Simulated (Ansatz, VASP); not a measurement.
## Si7Sn13O40 (glassy 65SnO2-35SiO2 (mol %)): VASP beside Ansatz

Wanted: the spread between two codes on one cell, functional and k mesh. The structure shown is the start of the Ansatz relaxation below; VASP solves that cell, so the two are compared at the walk's first step.

Program: Ansatz 0.2.0. Level of theory: plane waves, with VASP 6.6.1 beside it; PBE. Results are calculated unless marked as measured.

### 1. Set-up

The cell holds 60 atoms: 13 Sn, 7 Si and 40 O. Cell: a = 9.121 Å, b = 9.658 Å, c = 9.144 Å, α = 94.5°, β = 89.6°, γ = 89.3°. As first built, before any earlier steps moved the atoms or strained the cell (in the runner's words): 60 atoms (13 Sn, 7 Si, 40 O) placed at random at 4.63 g/cm^3, melted at 4000 K for 10 ps at fixed volume with the Morse and Coulomb pair potential with partial charges (Pedone, Malavasi, Menziani, Cormack and Segre, J. Phys. Chem. B 110, 11780 (2006)). Quenched from 4000 K to 300 K at 10 K/ps and fixed volume, held 10 ps at zero pressure, then minimised at fixed cell.

### 2. Ansatz: relaxation, PBE

Ansatz runs on its default PAW (the set named soft_2) files.

The two programs are compared at the cell with which this relaxation starts, whose forces are those of its first step.

input.yaml

```yaml
crystal:
  lattice:
    - [9.12112, 0.05805, 0.03202]
    - [0.06335, 9.65115, -0.37089]
    - [0.02831, -0.37057, 9.13601]
  atoms:
    - { symbol: Sn, position: [0.41078, 0.89062, 0.47788] }
    - { symbol: Sn, position: [0.021, 0.7292, 0.38705] }
    - { symbol: Sn, position: [0.31238, 0.30116, 0.02054] }
    - { symbol: Sn, position: [0.99476, 0.40199, 0.15645] }
    - { symbol: Sn, position: [0.66228, 0.83499, 0.79667] }
    - { symbol: Sn, position: [0.60006, 0.5127, 0.98161] }
    - { symbol: Sn, position: [0.91945, 0.28405, 0.83317] }
    - { symbol: Sn, position: [0.31435, 0.6625, 0.17072] }
    - { symbol: Sn, position: [0.69188, 0.78383, 0.20545] }
    - { symbol: Sn, position: [0.33466, 0.95189, 0.9099] }
    - { symbol: Sn, position: [0.26893, 0.16833, 0.62752] }
    - { symbol: Sn, position: [0.65917, 0.14993, 0.0564] }
    - { symbol: Sn, position: [0.95874, 0.9626, 0.06153] }
    - { symbol: Si, position: [0.67923, 0.6117, 0.51898] }
    - { symbol: Si, position: [0.41679, 0.61633, 0.70226] }
    - { symbol: Si, position: [0.10982, 0.48035, 0.61645] }
    - { symbol: Si, position: [0.73674, 0.30234, 0.38493] }
    - { symbol: Si, position: [0.63876, 0.13871, 0.62872] }
    - { symbol: Si, position: [0.00745, 0.95354, 0.72524] }
    - { symbol: Si, position: [0.23278, 0.12655, 0.25027] }
    - { symbol: O, position: [0.29625, 0.08177, 0.40749] }
    - { symbol: O, position: [0.35099, 0.10122, 0.11114] }
    - { symbol: O, position: [0.54339, 0.61232, 0.19149] }
    - { symbol: O, position: [0.03151, 0.55962, 0.49009] }
    - { symbol: O, position: [0.75064, 0.17973, 0.49767] }
    - { symbol: O, position: [0.03245, 0.12169, 0.70046] }
    - { symbol: O, position: [0.92614, 0.79486, 0.19507] }
    - { symbol: O, position: [0.6806, 0.44636, 0.47642] }
    - { symbol: O, position: [0.52365, 0.88907, 0.29884] }
    - { symbol: O, position: [0.29812, 0.15944, 0.8486] }
    - { symbol: O, position: [0.61145, 0.96331, 0.61637] }
    - { symbol: O, position: [0.00538, 0.86309, 0.5711] }
    - { symbol: O, position: [0.68653, 0.71704, 0.9797] }
    - { symbol: O, position: [0.81341, 0.43184, 0.00656] }
    - { symbol: O, position: [0.25206, 0.76101, 0.37285] }
    - { symbol: O, position: [0.74787, 0.67514, 0.6728] }
    - { symbol: O, position: [0.85816, 0.93054, 0.82977] }
    - { symbol: O, position: [0.62586, 0.25346, 0.25293] }
    - { symbol: O, position: [0.10846, 0.9272, 0.87867] }
    - { symbol: O, position: [0.44052, 0.76925, 0.79593] }
    - { symbol: O, position: [0.5226, 0.50496, 0.77143] }
    - { symbol: O, position: [0.72304, 0.19412, 0.78156] }
    - { symbol: O, position: [0.49534, 0.65602, 0.53692] }
    - { symbol: O, position: [0.09793, 0.34677, 0.96698] }
    - { symbol: O, position: [0.88702, 0.16829, 0.02005] }
    - { symbol: O, position: [0.19585, 0.33979, 0.55596] }
    - { symbol: O, position: [0.55538, 0.99443, 0.92255] }
    - { symbol: O, position: [0.35067, 0.50826, 0.01175] }
    - { symbol: O, position: [0.74867, 0.97874, 0.14129] }
    - { symbol: O, position: [0.53493, 0.30767, 0.99165] }
    - { symbol: O, position: [0.08156, 0.04129, 0.22359] }
    - { symbol: O, position: [0.24321, 0.58431, 0.68933] }
    - { symbol: O, position: [0.76966, 0.693, 0.39092] }
    - { symbol: O, position: [0.97378, 0.44361, 0.72342] }
    - { symbol: O, position: [0.48308, 0.21047, 0.60822] }
    - { symbol: O, position: [0.29436, 0.956, 0.65583] }
    - { symbol: O, position: [0.20563, 0.29667, 0.22768] }
    - { symbol: O, position: [0.10068, 0.58322, 0.20652] }
    - { symbol: O, position: [0.90305, 0.32797, 0.32515] }
    - { symbol: O, position: [0.27898, 0.82412, 0.06345] }
kpoints:
  mp_grid: { grid: [1, 1, 1] }
hamiltonian:
  xc: pbe
scf:
  occupations: { method: fixed }
output:
  forces: true
  eigenvalues: true
  stress: true
relax:
  f_tol: 0.05
  max_steps: 70
```

Started as:

```bash
$ ansatz run input.yaml --threads 4 --pin off --max-ram 8192MiB --backend cpu --events-out ev --progress --plain --runs-dir out
```

Numbers of over 12 decimals in the logs are rounded to 6 here.

Output:

```text
Warning: output.stress: scf.convergence.dr2_threshold = 1e-7 eV (the SCF's general default) is looser than the 6e-9 eV advised for a printed stress (1e-10 eV for each atom of the cell: 60). What an SCF threshold leaves in a stress goes as its square root, and in the free energy as the threshold itself, and one threshold admits the most on a small cell: [figures from the program's tests cut] Every solve of this run an [...]
Engine: ansatz 0.2.0, aarch64-unknown-linux-gnu
Pseudopotentials: kind: paw
Pseudopotential: Sn, paw, valence charge 14, recommended cutoff 420 eV (normal), Sn.paw.azcp
Pseudopotential: Si, paw, valence charge 4, recommended cutoff 420 eV (normal), Si.paw.azcp
Pseudopotential: O, paw, valence charge 6, recommended cutoff 420 eV (normal), O.paw.azcp
Functional definition: PBE
  parameter kappa = 0.804
  parameter beta = 0.066725
  exchange = pbe_x(kappa = kappa, mu = beta*pi^2/3)
  correlation = pbe_c(beta = beta)
Crystal: 60 atoms, lattice volume = 802.939 Å³
Basis set: ecut = 420 eV, 15695 PW (Γ), exchange–correlation on 128×144×128 points (8 copies of the dense FFT grid, shifted against one another)
Bands: 285, of which v1, the nominal top of the filled ones, is band 225 counted from 1 (224 counted from 0)
Symmetry: 1 space group operations
Space group: P1 (ITA 1), of the structure as read, at distance tolerance 9.3e-5 Å
k-points: 1
Non-local potential: Sn, projectors of the file, l = 0: 2, l = 1: 2, l = 2: 2, l = 3: 2
Non-local potential: Si, projectors of the file, l = 0: 2, l = 1: 2, l = 2: 2
Non-local potential: O, projectors of the file, l = 0: 2, l = 1: 2, l = 2: 1
PAW form: soft (Blöchl's): semilocal exchange-correlation on the pseudo side does not see the compensation charge
PAW one-centre angular grid: Sn, 590 points (default); XC on 64 Gauss nodes
PAW one-centre angular grid: Si, 110 points (default); XC on 64 Gauss nodes
PAW one-centre angular grid: O, 110 points (default); XC on 64 Gauss nodes
Initial density: superposition of atomic densities (neutral atoms: chi_scale 0, normalization atom), corrected by the library's trained network
Initial wavefunctions: pseudopotential atomic-orbital guess
Functional: x = pbe(κ = 0.804, μ = 0.219515), c = pbe(β = 0.066725)
SCF iter   1: F=—  HF=-105472.679924 eV  |F-HF|=—  |Δ(HF+E_count)|=         —  Δρ=3.27e-3  dr2=7.03e-2  ethr=1.77e-3  ⟨swp⟩=4.0  Hψ=1035  notcnv=0  defer=57
preconditioner: auto → Resta (q_TF=auto, 2.477 Å⁻¹)  ε∞=3.3  [insulator: Δε(μ)=1.313 eV  Ē_g=18.179 eV  n_scr=206 (ndim 8)  ℏωp=27.8 eV  f_vac=0.125  ε∞_Penn≈3.3]
SCF iter   2: F=—  HF=-105472.683531 eV  |F-HF|=—  |Δ(HF+E_count)|=   3.61e-3  Δρ=1.65e-3  dr2=1.39e-2  ethr=1.56e-5  ⟨swp⟩=2.0  Hψ=445  notcnv=0  defer=58
SCF iter   3: F=—  HF=-105472.685312 eV  |F-HF|=—  |Δ(HF+E_count)|=   1.78e-3  Δρ=7.04e-4  dr2=4.14e-3  ethr=3.10e-6  ⟨swp⟩=2.0  Hψ=353  notcnv=0  defer=58
SCF iter   4: F=—  HF=-105472.685463 eV  |F-HF|=—  |Δ(HF+E_count)|=   1.51e-4  Δρ=2.49e-4  dr2=5.17e-4  ethr=9.20e-7  ⟨swp⟩=2.0  Hψ=354  notcnv=0  defer=58
SCF iter   5: F=—  HF=-105472.685483 eV  |F-HF|=—  |Δ(HF+E_count)|=   2.08e-5  Δρ=1.22e-4  dr2=1.21e-4  ethr=1.15e-7  ⟨swp⟩=2.0  Hψ=377  notcnv=0  defer=58
SCF iter   6: F=-105472.685503 eV  HF=-105472.685512 eV  |F-HF|=9.23e-6  |Δ(HF+E_count)|=   2.88e-5  Δρ=5.96e-5  dr2=2.98e-5  ethr=1.39e-8  ⟨swp⟩=13.0  Hψ=1685  notcnv=0
SCF 1 converged in 6 iterations: F = -105472.685503 eV  dr2 = 2.98e-5
  greatest PAW one-centre occupation: 0.996 electrons in one spin orbital (limit 2), on the Sn atom at site 4 (counted from 0), in its partial waves of l = 2
relax step   1: F+E_penalty+E_count = -105472.68550307 eV  Δ(F+E_penalty+E_count) = +0.000e0 eV  max|allowed force component| = 5.246e-1 eV/Å  Δτ_max = 0.0000 Å  (6 SCF iters, dr2 threshold 6.25e-5 eV, accepted)
Initial density: handed on by an earlier stage of this run
Initial wavefunctions: those handed on with the density
iter 1 solved again at ethr=5.33e-6 eV; its pass at ethr=3.10e-3 eV (dr2=2.40e-2 eV) is discarded
[...]
atom  48  O      0.00039687     0.00515216    -0.00211179
  atom  49  O     -0.00877172     0.00532005    -0.00814803
  atom  50  O     -0.00297844     0.00286135    -0.00598864
  atom  51  O     -0.00372687     0.00218285    -0.01135806
  atom  52  O     -0.00738092    -0.00089700    -0.00214334
  atom  53  O      0.00609402    -0.00417205    -0.00516430
  atom  54  O     -0.00413117    -0.00902194     0.00659662
  atom  55  O      0.00480400     0.00815083     0.00282177
  atom  56  O      0.00857883     0.00492695     0.01208532
  atom  57  O      0.00479246     0.00622543     0.00753986
  atom  58  O     -0.01248112    -0.00786152    -0.00343341
  atom  59  O      0.00400065    -0.00436621     0.00620519
  atom  60  O      0.00202521     0.00516397    -0.00090311
  max |Σ_I F_I| component: 1.08e-4 eV/Å
--- Stress (GPa, compression-positive) ---
       -0.097573      -1.039309      -0.009219
       -1.039308      -0.003407      -0.010398
       -0.009219      -0.010399       0.037355
  P = ⅓ Tr σ = -0.0212 GPa (-0.212 kbar)
--- Band table (eV) ---
  k-point 0: bands = [... 221 lower, 5.7697, 5.8476, 5.9223, 5.9588, 7.2331, 9.1334, 9.5302, 9.6174, ... 56 higher]
--- Relaxed structure (7 steps of the walk, 6 accepted, 0 SCFs on fresh bases) ---
  F+E_penalty+E_count = -105472.73006506 eV   max|allowed force component| = 4.025e-2 eV/Å
  atoms:
    - { symbol: Sn, position: [0.411292, 0.888195, 0.476842] }
    - { symbol: Sn, position: [0.021453, 0.729688, 0.388127] }
    - { symbol: Sn, position: [0.311825, 0.300803, 0.020550] }
    - { symbol: Sn, position: [0.995065, 0.401835, 0.159595] }
    - { symbol: Sn, position: [0.663836, 0.834813, 0.796213] }
    - { symbol: Sn, position: [0.598592, 0.512286, 0.981634] }
    - { symbol: Sn, position: [0.918891, 0.284910, 0.833862] }
    - { symbol: Sn, position: [0.312058, 0.661460, 0.170224] }
    - { symbol: Sn, position: [0.691937, 0.783883, 0.202979] }
    - { symbol: Sn, position: [0.335161, 0.952146, 0.911476] }
    - { symbol: Sn, position: [0.269277, 0.167597, 0.627531] }
    - { symbol: Sn, position: [0.660650, 0.149803, 0.053839] }
    - { symbol: Sn, position: [0.960798, 0.961648, 0.062152] }
    - { symbol: Si, position: [0.679681, 0.612030, 0.517270] }
    - { symbol: Si, position: [0.416655, 0.617829, 0.702729] }
    - { symbol: Si, position: [0.109751, 0.481677, 0.619038] }
    - { symbol: Si, position: [0.736306, 0.301480, 0.383815] }
    - { symbol: Si, position: [0.639085, 0.137978, 0.628439] }
    - { symbol: Si, position: [0.00716773, 0.954401, 0.725242] }
    - { symbol: Si, position: [0.232317, 0.126218, 0.250209] }
    - { symbol: O, position: [0.296702, 0.081568, 0.407305] }
    - { symbol: O, position: [0.350568, 0.100521, 0.110804] }
    - { symbol: O, position: [0.541887, 0.613546, 0.189565] }
    - { symbol: O, position: [0.029565, 0.560772, 0.492549] }
    - { symbol: O, position: [0.749458, 0.178571, 0.496514] }
    - { symbol: O, position: [0.031256, 0.122151, 0.700384] }
    - { symbol: O, position: [0.927495, 0.795402, 0.196100] }
    - { symbol: O, position: [0.679421, 0.446661, 0.475185] }
    - { symbol: O, position: [0.525288, 0.891735, 0.299200] }
    - { symbol: O, position: [0.297070, 0.159035, 0.848587] }
    - { symbol: O, position: [0.613216, 0.962935, 0.616669] }
    - { symbol: O, position: [0.00548658, 0.864538, 0.570652] }
    - { symbol: O, position: [0.687550, 0.715536, 0.978976] }
    - { symbol: O, position: [0.811701, 0.430645, 0.00761014] }
    - { symbol: O, position: [0.251987, 0.760413, 0.372494] }
    - { symbol: O, position: [0.748281, 0.673946, 0.670989] }
    - { symbol: O, position: [0.859193, 0.928408, 0.829711] }
    - { symbol: O, position: [0.627183, 0.254942, 0.250506] }
    - { symbol: O, position: [0.109733, 0.927724, 0.878047] }
    - { symbol: O, position: [0.440955, 0.769479, 0.797713] }
    - { symbol: O, position: [0.524113, 0.505239, 0.770885] }
    - { symbol: O, position: [0.723826, 0.194330, 0.780588] }
    - { symbol: O, position: [0.494809, 0.658907, 0.537199] }
    - { symbol: O, position: [0.096234, 0.345782, 0.969162] }
[...]
- { symbol: O, position: [0.768758, 0.692052, 0.388767] }
    - { symbol: O, position: [0.975347, 0.445844, 0.727396] }
    - { symbol: O, position: [0.482202, 0.210922, 0.609370] }
    - { symbol: O, position: [0.295013, 0.955466, 0.654556] }
    - { symbol: O, position: [0.205208, 0.297029, 0.228870] }
    - { symbol: O, position: [0.100751, 0.581710, 0.208907] }
    - { symbol: O, position: [0.903245, 0.326365, 0.326373] }
    - { symbol: O, position: [0.278282, 0.825649, 0.065574] }
```

The column dr2 measures how far the density is from self-consistency, as an energy; F and HF (Harris–Foulkes) agree once it is small.

### 3. VASP: single point, PBE, start cell, pair 1

The same cell, functional and mesh now go to VASP, with its own data sets.

Lines of VASP's logs that name or quote its potential files are left out, and so is its time.

INCAR

```
SYSTEM = Si7Sn13O40
PREC = Accurate
ENCUT = 520
EDIFF = 1E-06
NELM = 120
ISMEAR = 0
SIGMA = 0.01
LREAL = Auto
ALGO = Normal
GGA = PE
NBANDS = 272
LORBIT = 11
LWAVE = .FALSE.
LCHARG = .FALSE.
ISIF = 2
LASPH = .TRUE.
GGA_COMPAT = .FALSE.
EFERMI = MIDGAP
NCORE = 2
```

POSCAR

```
Si7Sn13O40
1.0
    9.1211200000      0.0580500000      0.0320200000
    0.0633500000      9.6511500000     -0.3708900000
    0.0283100000     -0.3705700000      9.1360100000
Sn Si O
13 7 40
Direct
    0.4107774445      0.8906234476      0.4778749407
    0.0210004794      0.7291990628      0.3870486356
    0.3123782645      0.3011640772      0.0205446790
    0.9947577742      0.4019863401      0.1564512922
    0.6622815960      0.8349861333      0.7966696348
    0.6000612958      0.5126977980      0.9816145696
    0.9194505454      0.2840461567      0.8331655802
    0.3143470887      0.6625027960      0.1707145973
    0.6918808358      0.7838307989      0.2054464674
    0.3346560990      0.9518921462      0.9098973830
    0.2689331533      0.1683248215      0.6275188790
    0.6591739714      0.1499340877      0.0564034303
    0.9587393992      0.9626050432      0.0615281451
    0.6792319968      0.6116980566      0.5189818842
    0.4167880940      0.6163350106      0.7022591851
    0.1098239855      0.4803535908      0.6164552993
    0.7367350728      0.3023449990      0.3849324245
    0.6387607769      0.1387093487      0.6287200638
    0.0074510458      0.9535361492      0.7252420302
    0.2327782141      0.1265476430      0.2502713654
    0.2962447137      0.0817733625      0.4074911440
    0.3509921053      0.1012222553      0.1111429995
    0.5433859124      0.6123227750      0.1914955410
    0.0315063983      0.5596206632      0.4900880004
    0.7506451775      0.1797347411      0.4976708825
    0.0324478480      0.1216938205      0.7004585197
    0.9261388016      0.7948611628      0.1950688640
    0.6806001940      0.4463548094      0.4764175737
    0.5236547018      0.8890693794      0.2988371859
    0.2981186344      0.1594378598      0.8485967232
    0.6114517712      0.9633064516      0.6163743302
    0.0053782284      0.8630908099      0.5710960846
    0.6865319112      0.7170435399      0.9797013715
    0.8134151876      0.4318357513      0.0065584437
    0.2520561597      0.7610114806      0.3728521214
    0.7478667707      0.6751431532      0.6728054315
    0.8581577361      0.9305388772      0.8297658774
    0.6258642326      0.2534616763      0.2529294767
    0.1084611353      0.9271964110      0.8786674874
    0.4405199274      0.7692528578      0.7959276253
    0.5225972056      0.5049585134      0.7714254363
    0.7230446180      0.1941167753      0.7815604495
    0.4953384032      0.6560165145      0.5369246782
    0.0979327819      0.3467721863      0.9669843322
    0.8870150566      0.1682950027      0.0200543466
    0.1958460318      0.3397888459      0.5559596908
    0.5553797313      0.9944338468      0.9225517825
    0.3506662502      0.5082606045      0.0117535382
    0.7486686585      0.9787432480      0.1412907509
    0.5349272831      0.3076650426      0.9916453152
    0.0815639241      0.0412925158      0.2235881205
    0.2432123765      0.5843061744      0.6893299872
    0.7696567023      0.6930040530      0.3909238131
    0.9737748585      0.4436102668      0.7234175905
    0.4830819320      0.2104665951      0.6082186504
    0.2943575612      0.9560044724      0.6558275625
    0.2056282868      0.2966727399      0.2276758382
    0.1006790932      0.5832244333      0.2065221432
    0.9030490108      0.3279678423      0.3251446051
    0.2789784034      0.8241214594      0.0634550006
```

KPOINTS

```
Automatic mesh
0
Gamma
1 1 1
0 0 0
```

PAW data sets: Sn_d, Si and O (PBE family, release 64).

Started as:

```bash
$ mpirun -np 8 vasp_gam
```

Output:

```text
[banner, memory and clock lines left out]
running    8 mpi-ranks, on    1 nodes
[...]
LDA part: xc-table for (Slater+PW92), standard interpolation
 POSCAR, INCAR and KPOINTS ok, starting setup
[...]
entering main loop
       N       E                     dE             d eps       ncg     rms          rms(c)
DAV:   1     0.113304740821E+05    0.11330E+05   -0.18934E+05   568   0.259E+03
DAV:   2     0.217509953344E+04   -0.91554E+04   -0.87410E+04   584   0.813E+02
DAV:   3    -0.159105733157E+03   -0.23342E+04   -0.21827E+04   584   0.332E+02
DAV:   4    -0.446268096439E+03   -0.28716E+03   -0.27928E+03   632   0.127E+02
[...]
DAV:  16    -0.395795582503E+03   -0.38013E-06   -0.34794E-05   688   0.230E-02    0.793E-03
DAV:  17    -0.395795583355E+03   -0.85149E-06   -0.17636E-05   688   0.148E-02    0.598E-03
DAV:  18    -0.395795583260E+03    0.94653E-07   -0.38793E-06   512   0.779E-03
   1 F= -.39579558E+03 E0= -.39579558E+03  d E =0.000000E+00
```

From OUTCAR (step 3):

```text
  Total        0.7256504      2.8106355      1.8288704     -9.6784321      0.0227956     -0.1736211
  in kB        1.4479559      5.6083154      3.6493108    -19.3122519      0.0454862     -0.3464420
  external PRESSURE =       3.5685274 kB  Pullay stress =       0.0000000 kB

 POSITION                                       TOTAL-FORCE (eV/Angst)
 -----------------------------------------------------------------------------------
      3.81670      8.44230      4.04870         0.032244     -0.183263     -0.136901
      0.24870      6.89540      3.26630         0.052095      0.031440     -0.031403
      2.86890      2.91710      0.08600         0.125869      0.105007     -0.015386
      9.10320      3.87940      1.31210         0.015284      0.125142      0.316672
      6.11620      7.80180      6.98990         0.158311      0.166621      0.076653
      5.53350      4.61920      8.79710        -0.114736      0.033711      0.044232
      8.42800      2.48600      7.53590        -0.117342      0.003014     -0.078802
      2.91400      6.34890      1.32400        -0.121655     -0.080745      0.130439
      6.36620      7.52890      1.60840         0.127151     -0.082647     -0.228853
      3.13850      8.86910      7.97050         0.014117     -0.065857      0.097615
      2.48140      1.40760      5.67920         0.088420     -0.081095      0.097505
      6.02350      1.46440      0.48080         0.032673     -0.121587     -0.114884
      8.80750      9.32310      0.23580         0.168892     -0.071739      0.060919
      6.24880      5.75070      4.53630         0.211855      0.073861     -0.068080
[...]
-----------------------------------------------------------------------------------
    total drift:                               -0.005518     -0.019631      0.018238

  FREE ENERGIE OF THE ION-ELECTRON SYSTEM (eV)
  ---------------------------------------------------
  free  energy   TOTEN  =      -395.7955832602 eV

  energy  without entropy=     -395.7955832602  energy(sigma->0) =     -395.79558326

[... 2 further parts left out ...]
[key lines of the parts left out:]
E-fermi :   4.1498
```

The run ends at a pressure of 0.36 GPa, with forces up to 0.57 eV/Å.

### 4. Differences

Known differences besides the potentials themselves: fixed occupations in Ansatz, narrow Gaussian smearing in VASP; the cutoff is 420 eV in Ansatz and 520 eV in VASP (PREC = Accurate, projectors in real space). Total energies have different zeros and are not compared.

Forces on 10 of the 60 atoms, those with the largest forces and the largest differences (eV/Å; atoms numbered as in POSCAR):

| atom | Ansatz x, y, z | VASP x, y, z |
| --- | --- | --- |
| Sn11 | 0.127, -0.111, 0.132 | 0.088, -0.081, 0.098 |
| Si14 | 0.220, 0.114, -0.038 | 0.212, 0.074, -0.068 |
| Si15 | -0.370, 0.280, -0.102 | -0.410, 0.287, -0.127 |
| Si16 | -0.056, 0.263, 0.405 | -0.064, 0.306, 0.404 |
| Si18 | 0.425, -0.142, 0.022 | 0.452, -0.149, 0.015 |
| Si20 | -0.400, -0.256, -0.163 | -0.396, -0.267, -0.120 |
| O41 | 0.315, -0.276, 0.179 | 0.344, -0.313, 0.180 |
| O51 | 0.298, 0.187, 0.007 | 0.294, 0.182, 0.026 |
| O55 | -0.524, 0.190, -0.037 | -0.531, 0.205, -0.043 |
| O56 | -0.036, 0.060, -0.030 | -0.065, 0.032, 0.031 |

The forces differ by 18 meV/Å r.m.s., which is 13.9 % of the r.m.s. force of 0.131 eV/Å (both taken over all components).

(Continued in part 2 of 3.)

[Lines on the potential files, build, host, timing and source positions are cut from VASP's logs without a mark.]

[Logs are printed without paths, hosts, clocks, repeated set-up lines and the standing remarks that a program may print on its own settings, such as how far it seeks lower states.]

[Hosts, paths, dates, database ids (printed as entryN), source tags and the programs' standing remarks are cut or masked in the printed files.]
